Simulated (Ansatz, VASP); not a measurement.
**Hg3Pt in VASP and in Ansatz**

The input POSCAR:

```
Hg3Pt
1.0
    4.3442210000      0.0000000000      0.0000000000
    0.0000000000      4.3442210000      0.0000000000
    0.0000000000      0.0000000000      4.3442210000
Hg Pt
3 1
Direct
    0.0000000000      0.5000000000      0.5000000000
    0.5000000000      0.0000000000      0.5000000000
    0.5000000000      0.5000000000      0.0000000000
    0.0000000000      0.0000000000      0.0000000000
```

File INCAR.step1:

```
SYSTEM = Hg3Pt
ALGO     = Normal         ! electronic algorithm
EDIFF    = 1E-4           ! SCF threshold, eV
ENCUT    = 520            ! plane-wave cutoff, eV
GGA      = PE             ! functional
ISMEAR   = 0              ! smearing method
LASPH    = .True.         ! aspherical terms in the spheres
LCHARG   = .False.        ! write CHGCAR
LREAL    = .False.        ! projectors in reciprocal space
LWAVE    = .True.         ! write WAVECAR
NBANDS   = 31             ! bands
NELM     = 80             ! most SCF steps
PREC     = Accurate       ! precision mode
SIGMA    = 0.5            ! smearing width, eV
```

Contents of INCAR.step2:

```
SYSTEM = Hg3Pt
ALGO     = Normal         ! electronic algorithm
EDIFF    = 1E-7           ! SCF threshold, eV
ENCUT    = 520            ! plane-wave cutoff, eV
ISIF     = 2              ! what is computed and relaxed
ISMEAR   = 0              ! smearing method
ISTART   = 1            
LASPH    = .True.         ! aspherical terms in the spheres
LCHARG   = .False.        ! write CHGCAR
LMIXTAU  = .True.       
LREAL    = .False.        ! projectors in reciprocal space
LWAVE    = .False.        ! write WAVECAR
METAGGA  = R2SCAN         ! meta-GGA
NBANDS   = 31             ! bands
NELM     = 80             ! most SCF steps
PREC     = Accurate       ! precision mode
SIGMA    = 0.5            ! smearing width, eV
```

The input KPOINTS:

```
k-points
0
Gamma
  5 5 5
  0 0 0
```

Input for Ansatz:

```yaml
crystal:
  lattice:
    - [4.344221, 0.0, 0.0]
    - [0.0, 4.344221, 0.0]
    - [0.0, 0.0, 4.344221]
  atoms:
    - { symbol: Hg, position: [0.0, 0.5, 0.5] }
    - { symbol: Hg, position: [0.5, 0.0, 0.5] }
    - { symbol: Hg, position: [0.5, 0.5, 0.0] }
    - { symbol: Pt, position: [0.0, 0.0, 0.0] }
basis:
  ecutwfc: 550.0
kpoints:
  mp_grid:
    grid: [5, 5, 5]
hamiltonian:
  xc: r2scan
scf:
  occupations:
    method: gaussian
    width: 0.5
output:
  stress: true
```

The cell comes from a database or a generator and needn't be the stable form of this composition.

Alike in both runs: task single point; functional r2SCAN; k mesh 5 × 5 × 5; occupations gaussian, width 0.5 eV; no spin polarisation.

|  | VASP | Ansatz |
| --- | --- | --- |
| version | VASP 6.6.1 | Ansatz 0.2.0 |
| potentials or method | VASP PAW PBE potentials, release 64 (Hg, Pt) | plane waves, PAW |
| plane-wave cutoff (eV) | 520 | 550 |
| valence electrons in the cell | 46 | 78 |

```tsv
	VASP	Ansatz	Ansatz less VASP
pressure (GPa)	-2.7	-3.5	-0.79
```

The two sets of potentials don't hold the same shells in valence.

Caveats: the PAW data sets were made with another functional, which shifts forces and pressure a little (VASP). The runs have no spin-orbit coupling, so splittings on Hg, Pt are missing.
